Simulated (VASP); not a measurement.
Consider the following.

```xyz
2
Lattice="1.6006 0.9241 4.7575 -1.6006 0.9241 4.7575 0.0000 -1.8482 4.7575" Properties=species:S:1:pos:R:3 pbc="T T T"
Mg     0.0000     0.0000     7.1362
Cd     0.0000     0.0000     0.0000
```

The numbers are results of PBEsol GGA with spin-orbit coupling, VASP's PBE PAW potentials (set 64) (plane waves; VASP), not measurements. Run with 400 eV cut-off, 12×12×12 Γ-centred mesh, Gaussian smearing of 0.050 eV, potentials Mg Cd.

Q: Give the energies of bands 11 to 21 at the high-symmetry points, in eV from the Fermi level.

A: 
```json
[
 {"band": "11", "Γ": "-8.18", "T": "-6.79", "H2": "-0.90", "L": "-2.61", "S0": "-0.97", "F": "-2.27"},
 {"band": "12", "Γ": "-8.18", "T": "-6.79", "H2": "-0.90", "L": "-2.61", "S0": "-0.97", "F": "-2.27"},
 {"band": "13", "Γ": "-1.52", "T": "-5.77", "H2": "-0.41", "L": "-2.50", "S0": "-0.58", "F": "-1.76"},
 {"band": "14", "Γ": "-1.52", "T": "-5.77", "H2": "-0.41", "L": "-2.50", "S0": "-0.58", "F": "-1.76"},
 {"band": "15", "Γ": "-0.05", "T": "6.54", "H2": "-0.26", "L": "1.50", "S0": "0.02", "F": "-0.48"},
 {"band": "16", "Γ": "-0.05", "T": "6.54", "H2": "-0.26", "L": "1.50", "S0": "0.02", "F": "-0.48"},
 {"band": "17", "Γ": "11.45", "T": "8.60", "H2": "0.54", "L": "2.68", "S0": "1.21", "F": "1.63"},
 {"band": "18", "Γ": "11.45", "T": "8.60", "H2": "0.54", "L": "2.68", "S0": "1.21", "F": "1.63"},
 {"band": "19", "Γ": "11.71", "T": "10.45", "H2": "4.34", "L": "5.89", "S0": "2.79", "F": "6.21"},
 {"band": "20", "Γ": "11.71", "T": "10.45", "H2": "4.34", "L": "5.89", "S0": "2.79", "F": "6.21"},
 {"band": "21", "Γ": "12.07", "T": "10.67", "H2": "4.73", "L": "7.46", "S0": "6.17", "F": "8.15"}
]
```

It has no gap at this level: it comes out as a metal or semimetal.

The structure comes from a computed database's MgCd entry (R-3m); how it stands against other phases isn't given here. It was relaxed first.
